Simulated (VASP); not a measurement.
Consider the following.

```
ErPd3
1.0
    4.04500     0.00000     0.00000
    0.00000     4.04500     0.00000
    0.00000     0.00000     4.04500
Er Pd
1 3
Cartesian
  0.00000   0.00000   0.00000
  0.00000   2.02250   2.02250
  2.02250   0.00000   2.02250
  2.02250   2.02250   0.00000
```
Starting moments (μB, in the order of the record's atoms Er Pd Pd Pd): 3.0 0.0 0.0 0.0.

The numbers are results of PBEsol GGA, VASP's PBE PAW potentials (set 64) (plane waves; VASP), not measurements. Run with 300 eV cut-off, 8×8×8 Γ-centred mesh, Gaussian smearing of 0.10 eV, potentials Er Pd.

Problem. Give the spin-up energies of bands 15 to 28 at the high-symmetry points, in eV from the Fermi level.

Solution. 
```csv
band,Γ,X,M,R
15,-0.83,-1.67,-2.17,-1.76
16,-0.83,-1.65,-1.91,-1.76
17,-0.62,-1.65,-1.78,-0.58
18,-0.62,-1.64,-1.78,-0.58
19,-0.62,-1.37,-1.75,-0.58
20,-0.29,-0.83,-1.19,-0.18
21,-0.07,-0.42,-0.50,-0.18
22,-0.07,-0.42,-0.49,-0.18
23,-0.07,-0.24,-0.49,-0.08
24,0.15,0.03,-0.21,-0.08
25,0.15,0.03,0.02,-0.08
26,0.15,0.11,0.04,-0.06
27,0.27,0.15,0.04,1.22
28,4.00,0.33,0.36,2.25
```

Problem. Give the spin-down energies of bands 15 to 28 at the high-symmetry points, in eV from the Fermi level.

Solution. 
```csv
band,Γ,X,M,R
15,-2.52,-2.58,-2.58,-2.54
16,-2.16,-2.56,-2.38,-2.04
17,-2.16,-2.39,-2.35,-2.04
18,-2.16,-2.39,-2.27,-2.04
19,-2.02,-2.30,-2.27,-2.00
20,-2.02,-2.15,-2.23,-2.00
21,-2.02,-2.15,-2.17,-2.00
22,-0.86,-1.46,-2.17,-1.79
23,-0.86,-1.40,-1.94,-1.79
24,-0.33,-1.30,-1.50,-0.22
25,0.10,-1.30,-1.50,-0.22
26,0.10,-1.24,-1.23,-0.22
27,0.10,-0.66,-1.05,0.91
28,3.88,0.10,-0.59,2.11
```

It has no gap at this level: it comes out as a metal or semimetal.

The structure comes from a measured ErPd3 entry of the Crystallography Open Database, whose conditions weren't checked. The cell was not relaxed at this level.
